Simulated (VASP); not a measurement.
The system is SiC.

```xyz
8
Lattice="3.0800 0.0000 0.0000 -1.5400 2.6674 0.0000 0.0000 0.0000 10.0800" Properties=species:S:1:pos:R:3 pbc="T T T"
Si    0.0000    0.0000    0.0000
Si    0.0000    1.7782    2.5200
Si    1.5400    0.8891    5.0400
Si    0.0000    1.7782    7.5600
C     0.0000    0.0000    1.8900
C     0.0000    1.7782    4.4100
C     1.5400    0.8891    6.9300
C     0.0000    1.7782    9.4500
```

The cell was built by a generator and needn't be a form met in nature.

- Program: VASP 6.6.1
- Task: relaxation of cell and atoms
- Functional: LDA
- Potentials or basis: VASP PAW LDA potentials, release 64 (Si, C)
- Cutoff: 600 eV
- k mesh: 10 × 10 × 3
- Occupations: fermi-dirac, width 0.05 eV
- Spin: no spin polarisation

At the start: pressure -4.4 GPa; volume 10.35 Å³/atom.

Q: How do energy, volume and symmetry change on relaxing?

A: Over 6 steps the energy falls by 2.9 meV/atom and the volume is 10.15 Å³/atom (-2.0 %); space group P6_3mc (No. 186, to 0.05 Å).

The path:
```csv
step,energy change (eV),largest force (eV/Å),pressure (GPa),volume (Å³)
1,0.0000,0.1469,-4.37,82.81
2,0.0041,0.1099,5.10,79.48
3,-0.0233,0.0310,0.00,81.19
4,-0.0233,0.0306,0.09,81.16
5,-0.0233,0.0189,0.07,81.16
6,-0.0233,0.0047,0.08,81.16
```

Final structure:
```xyz
8
Lattice="3.0591 0.0000 0.0000 -1.5295 2.6492 0.0000 0.0000 0.0000 10.0147" Properties=species:S:1:pos:R:3 pbc="T T T"
Si    0.0000    0.0000   10.0139
Si    0.0000    1.7662    2.5023
Si    1.5295    0.8831    5.0065
Si    0.0000    1.7662    7.5097
C     0.0000    0.0000    1.8821
C     0.0000    1.7662    4.3793
C     1.5295    0.8831    6.8894
C     0.0000    1.7662    9.3867
```
